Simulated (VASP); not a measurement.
Input:

```
CELL_PARAMETERS angstrom
      1.55221    -2.68851     0.00000
      1.55221     2.68851     0.00000
      0.00000     0.00000     3.42880
ATOMIC_POSITIONS crystal
  Hf 0.00000 0.00000 0.00000
  B  0.33333 0.66667 0.50000
  B  0.66667 0.33333 0.50000
```

The numbers are results of LDA (Ceperley-Alder, Perdew-Zunger), VASP's LDA PAW potentials (set 64) (plane waves; VASP), not measurements. Settings: 620 eV cut-off, 11×11×9 Γ-centred mesh, first-order Methfessel-Paxton smearing of 0.10 eV, potentials Hf_pv B.

### Question
The ions, cell shape and volume at an external pressure of 5.0 GPa are relaxed. Give the cell that the relaxation ends in.

### Answer

```
CELL_PARAMETERS angstrom
      1.54303    -2.67261     0.00000
      1.54303     2.67261     0.00000
      0.00000     0.00000     3.40924
ATOMIC_POSITIONS crystal
  Hf 0.00000 0.00000 0.00000
  B  0.33333 0.66667 0.50000
  B  0.66667 0.33333 0.50000
```
Space group P6/mmm (191), at a tolerance of 0.03 Å.

### Question
How do energy and volume change from the first to the last step?

### Answer
The energy (σ→0) changes by +2.5 meV/atom and the volume by -1.7 %, in 3 ionic steps.

```csv
step,E(σ→0) (eV),max force (eV/Å),pressure (GPa),volume (Å³)
1,-28.9605,0.000,-0.11,28.62
2,-28.9111,0.000,13.32,27.38
3,-28.9531,0.000,4.96,28.12
```

The compound is HfB2 in the AlB2 type structure. This run relaxes it under an external pressure of 5 GPa. Symmetry was kept, so distortions that lower it aren't found.
